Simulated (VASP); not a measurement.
```
Tm
1.0
    1.76818    -3.06258     0.00000
    1.76818     3.06258     0.00000
    0.00000     0.00000     5.47446
Tm
2
Direct
  0.33333   0.66667   0.25000
  0.66667   0.33333   0.75000
```

Level of theory: PBE GGA with D4 dispersion, VASP's PBE PAW potentials (set 64) (plane waves; VASP). Run with 520 eV cut-off, Gaussian smearing of 0.050 eV, potentials Tm_3.

The 4f electrons are frozen in the core of the lanthanide potential, so 4f levels, which can set the real gap, and their magnetism are missing.

What does the run give for the band gap (along the path) with the smallest direct gap where there is one?

```json
{
 "band gap (along the path)": "none (metal, semimetal or under 0.01 eV)"
}
```

The absolute energy has meaning only against runs of the same code, potentials and settings.

The compound is Tm in the hcp structure. It was relaxed first.
